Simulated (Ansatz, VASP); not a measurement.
# Cross-check of Si13Ge3O32 (germanium-doped silica glass) between VASP and Ansatz, part 2 of 3

One calculation is typed for both programs; each brings its own data sets. How far apart do they land? Of the first pair: The structure shown is the start of the Ansatz relaxation below; VASP solves that cell, so the two are compared at the walk's first step.

VASP 6.6.1 and Ansatz 0.2.0.

So far: Starting point; Ansatz: relaxation, PBE.

## 3. VASP: single point, PBE, start cell, pair 1

Level of this step: PBE; plane waves and PAW (Ge_d, Si, O) (VASP).

The same cell, functional, mesh and smearing now go to VASP, with its own data sets.

Lines of VASP's logs that name or quote its potential files are left out, and so is its time.

INCAR

```
SYSTEM = Si13Ge3O32
PREC = Accurate
ENCUT = 520
EDIFF = 1E-06
NELM = 120
ISMEAR = -1
SIGMA = 0.05
LREAL = Auto
ALGO = Normal
GGA = PE
NBANDS = 176
LORBIT = 11
LWAVE = .FALSE.
LCHARG = .FALSE.
ISIF = 2
LASPH = .TRUE.
GGA_COMPAT = .FALSE.
EFERMI = MIDGAP
KPAR = 8
```

POSCAR

```
Si13Ge3O32
1.0
    8.5834840000      0.0000000000      0.0000000000
    0.0000000000      8.5834840000      0.0000000000
    0.0000000000      0.0000000000      8.5834840000
Ge Si O
3 13 32
Direct
    0.1779410319      0.4988159819      0.1143660313
    0.6298259541      0.8357179905      0.3391749784
    0.2479589873      0.2175689965      0.8566269827
    0.2529279486      0.7239949419      0.6981979578
    0.2793599895      0.9407739328      0.3978139879
    0.5452989718      0.2856689661      0.6456629965
    0.7675589539      0.4448639970      0.8927270092
    0.0785839410      0.2434279600      0.3810880291
    0.6692919798      0.4932719628      0.3875309839
    0.4900630094      0.6661249674      0.9933520002
    0.0072200286      0.9431620074      0.8520559950
    0.6928190231      0.9748429659      0.6691889913
    0.9887729738      0.8125569990      0.1868009540
    0.5296449554      0.0186729538      0.0018400454
    0.7879659355      0.2316609433      0.1663679923
    0.9780259391      0.4942679453      0.5965110438
    0.1436409738      0.5873900388      0.6146490166
    0.6398420502      0.3400950011      0.8004330176
    0.8595590089      0.9397600089      0.7419380056
    0.2049229660      0.1117499607      0.4060869689
    0.6475750406      0.1394729693      0.5834869617
    0.3580409773      0.5859850149      0.0956770002
    0.9738179741      0.9227910252      0.0340409559
    0.9263970201      0.1806390039      0.2823939556
    0.1936299992      0.3802049378      0.9537410450
    0.3649429532      0.1068839879      0.9874560260
    0.8489430399      0.3317570115      0.0180279942
    0.5907100194      0.6418689660      0.3197299605
    0.8444129447      0.5363450319      0.4639979523
    0.6554640284      0.5783290328      0.9681739955
    0.1459130115      0.3825280038      0.2738290186
    0.6627929871      0.1094429721      0.0984410293
    0.6630190025      0.8513059499      0.5391529826
    0.5245309480      0.8388909445      0.0569189620
    0.3988599501      0.6844140445      0.8163770096
    0.0190320154      0.3193129969      0.5408769912
    0.0931599570      0.1035720460      0.8207459815
    0.5632130263      0.4204749493      0.5220770494
    0.0333119978      0.6391690134      0.1215359637
    0.3719700532      0.2520320420      0.7028459539
    0.4551059919      0.9415819963      0.3340779805
    0.8875859732      0.5007989763      0.7608659840
    0.1288419714      0.8095429548      0.8081210380
    0.6948740162      0.3615470128      0.2623360165
    0.5864349488      0.9950520092      0.8230439994
    0.2923509848      0.8501369607      0.5639690130
    0.1438449702      0.8512670380      0.2936039725
    0.8227209371      0.8347289982      0.2700430268
```

KPOINTS

```
Automatic mesh
0
Gamma
2 2 2
0 0 0
```

The projector-augmented-wave data sets are Ge_d, Si and O (PBE family, release 64).

On the command line:

```sh
$ mpirun -np 8 vasp_std
```

Numbers of over 12 decimals in the logs are rounded to 6 here.

The log of the run:

```text
[banner, memory and clock lines left out]
running    8 mpi-ranks, on    1 nodes
[...]
|                                                                             |
|           W    W    AA    RRRRR   N    N  II  N    N   GGGG   !!!           |
|           W    W   A  A   R    R  NN   N  II  NN   N  G    G  !!!           |
|           W    W  A    A  R    R  N N  N  II  N N  N  G       !!!           |
|           W WW W  AAAAAA  RRRRR   N  N N  II  N  N N  G  GGG   !            |
|           WW  WW  A    A  R   R   N   NN  II  N   NN  G    G                |
|           W    W  A    A  R    R  N    N  II  N    N   GGGG   !!!           |
|                                                                             |
|     For optimal performance we recommend to set                             |
|       NCORE = 2 up to number-of-cores-per-socket                            |
|     NCORE specifies how many cores store one orbital (NPAR=cpu/NCORE).      |
|     This setting can greatly improve the performance of VASP for DFT.       |
|     The default, NCORE=1 might be grossly inefficient on modern             |
|     multi-core architectures or massively parallel machines. Do your        |
|     Unfortunately you need to use the default for GW and RPA                |
|     calculations (for HF NCORE is supported but not extensively tested      |
|     yet).                                                                   |
|                                                                             |

 LDA part: xc-table for (Slater+PW92), standard interpolation
 POSCAR, INCAR and KPOINTS ok, starting setup
[...]
entering main loop
       N       E                     dE             d eps       ncg     rms          rms(c)
DAV:   1     0.382374596010E+04    0.38237E+04   -0.12956E+05  4352   0.227E+03
DAV:   2     0.439074479007E+03   -0.33847E+04   -0.30779E+04  3456   0.812E+02
DAV:   3    -0.341841515614E+03   -0.78092E+03   -0.76540E+03  3136   0.248E+02
DAV:   4    -0.411052161068E+03   -0.69211E+02   -0.68688E+02  3384   0.883E+01
[...]
DAV:  14    -0.359669907640E+03   -0.12316E-04   -0.97113E-05  4048   0.388E-02    0.206E-02
DAV:  15    -0.359669909173E+03   -0.15328E-05   -0.15458E-05  3848   0.217E-02    0.681E-03
DAV:  16    -0.359669909614E+03   -0.44177E-06   -0.92232E-06  3328   0.128E-02
   1 F= -.35966991E+03 E0= -.35966991E+03  d E =-.201753E-16
```

Parts of OUTCAR (step 3):

```text
  Total        4.6282150     38.3196979     24.1656739      4.0145864      0.3027607    -11.1202188
  in kB       11.7255522     97.0827016     61.2235752     10.1709281      0.7670421    -28.1730008
  external PRESSURE =      56.6772763 kB  Pullay stress =       0.0000000 kB

 POSITION                                       TOTAL-FORCE (eV/Angst)
 -----------------------------------------------------------------------------------
      1.52735      4.28158      0.98166        -0.039521     -0.027809      0.144454
      5.40610      7.17337      2.91130         0.521407      0.182605      0.812098
      2.12835      1.86750      7.35284         1.774307     -0.706621      1.057563
      2.17100      6.21440      5.99297        -0.558572     -0.042782      0.565373
      2.39788      8.07512      3.41463        -1.450333     -1.623298      0.099452
      4.68056      2.45203      5.54204         1.854370     -0.207755      1.703905
      6.58833      3.81848      7.66271        -1.632481     -0.832722     -1.217144
      0.67452      2.08946      3.27106        -1.031809      0.895876     -1.255556
      5.74486      4.23399      3.32637         2.755824     -1.067162      2.027347
      4.20645      5.71767      8.52642        -1.086048     -0.504054     -2.872642
      0.06197      8.09562      7.31361         1.015248     -0.777445      0.132488
      5.94680      8.36755      5.74397        -1.032410      1.967332      1.119333
      8.48712      6.97457      1.60340         1.328608      0.095279     -0.133843
      4.54620      0.16028      0.01579         0.158472      0.573221     -2.197113
[...]
-----------------------------------------------------------------------------------
    total drift:                                0.026379     -0.016735      0.015766

  FREE ENERGIE OF THE ION-ELECTRON SYSTEM (eV)
  ---------------------------------------------------
  free  energy   TOTEN  =      -359.6699096144 eV

  energy  without entropy=     -359.6699096144  energy(sigma->0) =     -359.66990961

[... 3 further parts left out ...]
[key lines of the parts left out:]
E-fermi :   3.1328
```

The gap is read on the k-mesh alone, so it is an upper bound where the band edges lie off the mesh.

## 4. Comparison

Known differences besides the potentials themselves: the cutoff is 420 eV in Ansatz and 520 eV in VASP (PREC = Accurate, projectors in real space). Total energies have different zeros and are not compared.

Forces on 10 of the 48 atoms, those with the largest forces and the largest differences (eV/Å; atoms numbered as in POSCAR):

```csv
atom,"Ansatz x, y, z","VASP x, y, z"
Ge3,"1.838, -0.723, 1.071","1.774, -0.707, 1.058"
Si6,"1.887, -0.234, 1.720","1.854, -0.208, 1.704"
Si7,"-1.663, -0.865, -1.228","-1.632, -0.833, -1.217"
Si9,"2.788, -1.078, 2.047","2.756, -1.067, 2.027"
Si10,"-1.110, -0.501, -2.883","-1.086, -0.504, -2.873"
Si12,"-1.057, 2.003, 1.112","-1.032, 1.967, 1.119"
Si14,"0.134, 0.578, -2.239","0.158, 0.573, -2.197"
O22,"0.714, 0.075, 1.386","0.602, 0.025, 1.396"
O28,"-1.719, 0.292, -1.306","-1.695, 0.408, -1.300"
O37,"-0.790, 1.089, -0.912","-0.681, 1.163, -0.886"
```

The forces differ by 31 meV/Å r.m.s., which is 3.6 % of the r.m.s. force of 0.877 eV/Å (both taken over all components).

## 5. Ansatz: relaxation, PBE

This run makes the geometry at which the two programs are then compared. The cell compared in this pair holds 642.29 Å³, against 632.40 Å³ for the pair before.

The structure compared here is the end of the Ansatz relaxation.

input.yaml

```yaml
crystal:
  lattice:
    - [8.583483901, 0.0, 0.0]
    - [0.0, 8.583483901, 0.0]
    - [0.0, 0.0, 8.583483901]
  atoms:
    - { symbol: Ge, position: [0.177941, 0.498816, 0.114366] }
    - { symbol: Ge, position: [0.629826, 0.835718, 0.339175] }
    - { symbol: Ge, position: [0.247959, 0.217569, 0.856627] }
    - { symbol: Si, position: [0.252928, 0.723995, 0.698198] }
    - { symbol: Si, position: [0.27936, 0.940774, 0.397814] }
    - { symbol: Si, position: [0.545299, 0.285669, 0.645663] }
    - { symbol: Si, position: [0.767559, 0.444864, 0.892727] }
    - { symbol: Si, position: [0.078584, 0.243428, 0.381088] }
    - { symbol: Si, position: [0.669292, 0.493272, 0.387531] }
    - { symbol: Si, position: [0.490063, 0.666125, 0.993352] }
    - { symbol: Si, position: [0.00722, 0.943162, 0.852056] }
    - { symbol: Si, position: [0.692819, 0.974843, 0.669189] }
    - { symbol: Si, position: [0.988773, 0.812557, 0.186801] }
    - { symbol: Si, position: [0.529645, 0.018673, 0.00184] }
    - { symbol: Si, position: [0.787966, 0.231661, 0.166368] }
    - { symbol: Si, position: [0.978026, 0.494268, 0.596511] }
    - { symbol: O, position: [0.143641, 0.58739, 0.614649] }
    - { symbol: O, position: [0.639842, 0.340095, 0.800433] }
    - { symbol: O, position: [0.859559, 0.93976, 0.741938] }
    - { symbol: O, position: [0.204923, 0.11175, 0.406087] }
    - { symbol: O, position: [0.647575, 0.139473, 0.583487] }
    - { symbol: O, position: [0.358041, 0.585985, 0.095677] }
    - { symbol: O, position: [0.973818, 0.922791, 0.034041] }
    - { symbol: O, position: [0.926397, 0.180639, 0.282394] }
    - { symbol: O, position: [0.19363, 0.380205, 0.953741] }
    - { symbol: O, position: [0.364943, 0.106884, 0.987456] }
    - { symbol: O, position: [0.848943, 0.331757, 0.018028] }
    - { symbol: O, position: [0.59071, 0.641869, 0.31973] }
    - { symbol: O, position: [0.844413, 0.536345, 0.463998] }
    - { symbol: O, position: [0.655464, 0.578329, 0.968174] }
    - { symbol: O, position: [0.145913, 0.382528, 0.273829] }
    - { symbol: O, position: [0.662793, 0.109443, 0.098441] }
    - { symbol: O, position: [0.663019, 0.851306, 0.539153] }
    - { symbol: O, position: [0.524531, 0.838891, 0.056919] }
    - { symbol: O, position: [0.39886, 0.684414, 0.816377] }
    - { symbol: O, position: [0.019032, 0.319313, 0.540877] }
    - { symbol: O, position: [0.09316, 0.103572, 0.820746] }
    - { symbol: O, position: [0.563213, 0.420475, 0.522077] }
    - { symbol: O, position: [0.033312, 0.639169, 0.121536] }
    - { symbol: O, position: [0.37197, 0.252032, 0.702846] }
    - { symbol: O, position: [0.455106, 0.941582, 0.334078] }
    - { symbol: O, position: [0.887586, 0.500799, 0.760866] }
    - { symbol: O, position: [0.128842, 0.809543, 0.808121] }
    - { symbol: O, position: [0.694874, 0.361547, 0.262336] }
    - { symbol: O, position: [0.586435, 0.995052, 0.823044] }
    - { symbol: O, position: [0.292351, 0.850137, 0.563969] }
    - { symbol: O, position: [0.143845, 0.851267, 0.293604] }
    - { symbol: O, position: [0.822721, 0.834729, 0.270043] }
  symmetry: { detect: false }
kpoints:
  mp_grid: { grid: [2, 2, 2] }
scf:
  occupations: { method: fermi_dirac, width: 0.05 }
hamiltonian:
  xc: pbe
  pseudopotentials: { kind: paw, azcp: { folder: soft_1 } }
output:
  forces: true
  stress: true
relax:
  f_tol: 0.04
  max_steps: 100
  escape_saddle: false
  cell: { stress_tol: 0.4, fix: [] }
```

On the command line:

```sh
$ ansatz run input.yaml --threads 6 --pin off --max-ram 15360MiB --backend cpu --events-out ev --progress --plain --runs-dir out
```

The log of the run:

```text
[...]
Crystal: 48 atoms, lattice volume = 632.398 Å³
Basis set: ecut = 420 eV, 12293 PW (Γ), exchange–correlation on 120×120×120 points (8 copies of the dense FFT grid, shifted against one another)
Bands: 191, of which v1, the nominal top of the filled ones, is band 143 counted from 1 (142 counted from 0)
Symmetry: 1 space group operations
k-points: 8
[...]
- { symbol: O, position: [0.368635, 0.606961, 0.080582] }
    - { symbol: O, position: [0.939851, 0.888908, 0.019403] }
    - { symbol: O, position: [0.947307, 0.198676, 0.265839] }
[...]
- { symbol: O, position: [0.588599, 1.008690, 0.819810] }
    - { symbol: O, position: [0.282420, 0.845154, 0.540660] }
    - { symbol: O, position: [0.142805, 0.859111, 0.263825] }
    - { symbol: O, position: [0.818420, 0.821887, 0.280802] }
[key lines of the parts left out:]
SCF converged after 4 iterations
Free energy (F): -39349.450633 eV
Fermi energy:    4.773510 eV
P = ⅓ Tr σ = -0.0814 GPa (-0.814 kbar)
```

(Continued in part 3 of 3.)

[Lines on the potential files, build, host, timing and source positions are cut from VASP's logs without a mark.]

[Logs are printed without paths, hosts, clocks, repeated set-up lines and the standing remarks that a program may print on its own settings, such as how far it seeks lower states.]

[Hosts, paths, dates, database ids (printed as entryN), source tags and the programs' standing remarks are cut or masked in the printed files.]
